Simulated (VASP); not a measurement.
# CoSi: relaxation of cell and atoms with PBE

Crystal: CoSi.

```
Co Si
1.0
     4.43800    0.00000    0.00000
     0.00000    4.43800    0.00000
     0.00000    0.00000    4.43800
Co Si
4 4
Direct
  0.14000 0.14000 0.14000
  0.36000 0.86000 0.64000
  0.64000 0.36000 0.86000
  0.86000 0.64000 0.36000
  0.84300 0.84300 0.84300
  0.65700 0.15700 0.34300
  0.34300 0.65700 0.15700
  0.15700 0.34300 0.65700
```

```yaml
Program: VASP 6.6.1
Task: relaxation of cell and atoms
Functional: PBE
Potentials_or_basis: VASP PAW PBE potentials, release 64 (Co, Si)
Cutoff: 600 eV
k_mesh: 8 × 8 × 8
Occupations: methfessel-paxton, width 0.1 eV
Spin: collinear spin, ferromagnetic start
Starting_moments: "[1.5, 1.5, 1.5, 1.5, 0.0, 0.0, 0.0, 0.0] μB"
Further_INCAR_settings: ALGO = Normal; EDIFF = 1e-06; AMIX = 0.2; BMIX = 0.0001; IBRION = 2; EDIFFG = -0.01; NSW = 90; ISIF = 3
```

```
Relaxed volume                                        : 10.86 Å³/atom
Relaxed cell                                          : a = 4.429 Å, b = 4.429 Å, c = 4.429 Å, α = 90.00°, β = 90.00°, γ = 90.00°
Space group after relaxing (to 0.05 Å)                : P2_13 (No. 198)
Energy gained by relaxing                             : 2.8 meV/atom
Ionic steps                                           : 8
Pressure after relaxing                               : 0.0 GPa
Largest force after relaxing                          : 0.004 eV/Å
Band gap on the k mesh                                : none (metal or under the smearing width)
Net moment                                            : 0.00 μB per cell
Valence electrons inside the program's atomic spheres : Co 8.62; Si 1.61
```

Forces in eV/Å, atoms in the order of the input:
```
Co   0.001  0.001  0.001
Co  -0.001 -0.001  0.001
Co   0.001 -0.001 -0.001
Co  -0.001  0.001 -0.001
Si   0.002  0.002  0.002
Si  -0.002 -0.002  0.002
Si   0.002 -0.002 -0.002
Si  -0.002  0.002 -0.002
```

Step by step:
| step | energy change (eV) | largest force (eV/Å) | pressure (GPa) | volume (Å³) |
| --- | --- | --- | --- | --- |
| 1 | 0.0000 | 0.2730 | -0.42 | 87.41 |
| 2 | -0.0125 | 0.1887 | 0.20 | 87.04 |
| 3 | -0.0193 | 0.0832 | 1.25 | 86.49 |
| 4 | -0.0183 | 0.0751 | -1.55 | 87.48 |
| 5 | -0.0220 | 0.0586 | -0.10 | 86.95 |
| 6 | -0.0220 | 0.0592 | -0.03 | 86.94 |
| 7 | -0.0225 | 0.0172 | 0.03 | 86.91 |
| 8 | -0.0225 | 0.0038 | 0.02 | 86.90 |

Final structure:
```
Co Si
1.0
     4.42935    0.00000    0.00000
     0.00000    4.42935    0.00000
     0.00000    0.00000    4.42935
Co Si
4 4
Direct
  0.14509 0.14509 0.14509
  0.35491 0.85491 0.64509
  0.64509 0.35491 0.85491
  0.85491 0.64509 0.35491
  0.84318 0.84318 0.84318
  0.65682 0.15682 0.34318
  0.34318 0.65682 0.15682
  0.15682 0.34318 0.65682
```

Levels at points of the mesh, in eV from the Fermi level:
Spin up:
```tsv
k point	band 22	band 23	band 24	band 25	band 26	band 27	band 28	band 29	band 30	band 31
(0.00, 0.00, 0.00)	-0.89	-0.76	-0.76	0.01	0.01	0.01	2.51	2.51	2.51	2.93
(0.50, 0.00, 0.00)	-1.02	-0.63	-0.63	-0.47	-0.47	1.02	1.02	1.50	1.50	4.29
(0.50, 0.50, 0.00)	-1.47	-0.98	-0.98	-0.02	-0.02	0.60	0.60	2.02	2.02	2.53
(0.50, 0.50, 0.50)	-1.20	-1.20	-1.20	-0.21	-0.21	-0.21	-0.21	5.43	5.43	5.43
```
Spin down:
```tsv
k point	band 24	band 25	band 26	band 27	band 28	band 29
(0.00, 0.00, 0.00)	-0.76	0.01	0.01	0.01	2.51	2.51
(0.50, 0.00, 0.00)	-0.63	-0.47	-0.47	1.02	1.02	1.50
(0.50, 0.50, 0.00)	-0.98	-0.02	-0.02	0.60	0.60	2.02
(0.50, 0.50, 0.50)	-1.20	-0.21	-0.21	-0.21	-0.21	5.43
```

Run time: 3.1 min on 4 MPI ranks on Intel(R) Xeon(R) 6975P-C (Granite Rapids), with other jobs on the host, peak memory 0.4 GiB a rank.

Caveat: the starting moments collapsed, and a magnetic state may lie lower.
